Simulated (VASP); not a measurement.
The input files of a VASP run:

File POSCAR:
```
Cr
1
    2.8800000000     0.0000000000     0.0000000000
    0.0000000000     2.8800000000     0.0000000000
    0.0000000000     0.0000000000     2.8800000000
Cr
2
Direct
  0.0000000000   0.0000000000   0.0000000000
  0.5000000000   0.5000000000   0.5000000000
```

**INCAR**
```
SYSTEM = Cr
PREC = Accurate
ENCUT = 400
EDIFF = 1E-6
NELM = 100
ALGO = Normal
LREAL = .FALSE.
LASPH = .TRUE.
ISMEAR = 0
SIGMA = 0.001
GGA = PE
LMAXMIX = 4
ISPIN = 2
MAGMOM = 1.5 -1.5
LORBIT = 10
LWAVE = .FALSE.
LCHARG = .FALSE.
ISIF = 2
```

KPOINTS:
```
Automatic mesh
0
Gamma
3 3 3
0 0 0
```

POTCAR, in this order: Cr_pv (PBE.64 set). Program: vasp_std.

**Question.** What happens when VASP runs on this input?

**Answer.** There is a fault: a metal was run with a tiny SIGMA on a coarse mesh. The run ends without an error. Against the sound run, the energy per atom (σ→0) rises by 0.048 eV/atom; the pressure goes up by 0.12 GPa.

### standard output
```
 POSCAR found type information on POSCAR Cr
 POSCAR found :  1 types and       2 ions
 Reading from existing POTCAR
 Reading from existing POTCAR
 LDA part: xc-table for (Slater+PW92), standard interpolation
 POSCAR, INCAR and KPOINTS ok, starting setup
 WAVECAR not read
 entering main loop
       N       E                     dE             d eps       ncg     rms          rms(c)
DAV:   1     0.190780828502E+03    0.19078E+03   -0.12576E+04   264   0.150E+03
DAV:   2    -0.150494019184E+02   -0.20583E+03   -0.20498E+03   256   0.449E+02
DAV:   3    -0.220221062596E+02   -0.69727E+01   -0.69677E+01   344   0.903E+01
DAV:   4    -0.220958905129E+02   -0.73784E-01   -0.73782E-01   264   0.104E+01
DAV:   5    -0.220983813350E+02   -0.24908E-02   -0.24908E-02   392   0.149E+00    0.181E+01
DAV:   6    -0.189553894250E+02    0.31430E+01   -0.18816E+01   288   0.518E+01    0.475E+00
DAV:   7    -0.189662781200E+02   -0.10889E-01   -0.31148E-01   272   0.731E+00    0.297E+00
DAV:   8    -0.189635822800E+02    0.26958E-02   -0.22833E-02   384   0.167E+00    0.111E+00
DAV:   9    -0.189544977489E+02    0.90845E-02   -0.30163E-02   304   0.140E+00    0.358E-01
DAV:  10    -0.189555809283E+02   -0.10832E-02   -0.42651E-03   336   0.627E-01    0.193E-01
DAV:  11    -0.189563012970E+02   -0.72037E-03   -0.75173E-03   336   0.459E-01    0.156E-01
DAV:  12    -0.189568775892E+02   -0.57629E-03   -0.14013E-02   304   0.704E-01    0.749E-02
DAV:  13    -0.189570295655E+02   -0.15198E-03   -0.54231E-03   320   0.449E-01    0.403E-02
DAV:  14    -0.189570467572E+02   -0.17192E-04   -0.13969E-04   288   0.141E-01    0.134E-02
DAV:  15    -0.189570504528E+02   -0.36956E-05   -0.11676E-04   320   0.639E-02    0.380E-03
DAV:  16    -0.189570505793E+02   -0.12648E-06   -0.10973E-05   304   0.190E-02    0.152E-03
DAV:  17    -0.189570505072E+02    0.72087E-07   -0.14442E-06   128   0.643E-03
   1 F= -.18957051E+02 E0= -.18957051E+02  d E =-.310235E-12  mag=     0.0000
```

File OUTCAR:
```
------------------------ aborting loop because EDIFF is reached ----------------------------------------
  FORCE on cell =-STRESS in cart. coord.  units (eV):
  Direction    XX          YY          ZZ          XY          YZ          ZX
  --------------------------------------------------------------------------------------
  Total       -0.5415653     -0.5415653     -0.5415653     -0.0000000      0.0000000     -0.0000000
  in kB      -36.3231882    -36.3231882    -36.3231882     -0.0000000      0.0000000     -0.0000000
  external PRESSURE =     -36.3231882 kB  Pullay stress =       0.0000000 kB
  volume of cell :       23.89
      direct lattice vectors                 reciprocal lattice vectors
     2.880000000  0.000000000  0.000000000     0.347222222  0.000000000  0.000000000
     0.000000000  2.880000000  0.000000000     0.000000000  0.347222222  0.000000000
     0.000000000  0.000000000  2.880000000     0.000000000  0.000000000  0.347222222
 POSITION                                       TOTAL-FORCE (eV/Angst)
 -----------------------------------------------------------------------------------
      0.00000      0.00000      0.00000        -0.000000     -0.000000     -0.000000
      1.44000      1.44000      1.44000         0.000000      0.000000      0.000000
 -----------------------------------------------------------------------------------
    total drift:                               -0.000000      0.000000      0.000000
  FREE ENERGIE OF THE ION-ELECTRON SYSTEM (eV)
  ---------------------------------------------------
  free  energy   TOTEN  =       -18.9570505072 eV

  energy  without entropy=      -18.9570505072  energy(sigma->0) =      -18.95705051

 total charge

# of ion       s       p       d       tot
------------------------------------------
    1        0.439   6.393   4.147  10.979
    2        0.439   6.393   4.147  10.979
--------------------------------------------------
tot          0.878  12.785   8.294  21.957

 magnetization (x)

# of ion       s       p       d       tot
------------------------------------------
    1        0.021   0.004   1.042   1.068
    2       -0.021  -0.004  -1.042  -1.068
--------------------------------------------------
tot          0.000   0.000   0.000   0.000
```
(Selected blocks of OUTCAR.)

To mend it, set ISMEAR = 1, set SIGMA = 0.1, correct KPOINTS.
KPOINTS:
```
Automatic mesh
0
Gamma
10 10 10
0 0 0
```
The mended run (PBE GGA, plane waves, VASP's PBE PAW potentials (set 64)) converges, and its OSZICAR ends with
```
   1 F= -.19053001E+02 E0= -.19052770E+02  d E =-.692500E-03  mag=     0.0000
```

The compound is Cr in the bcc, AFM order structure. The cell was not relaxed at this level.
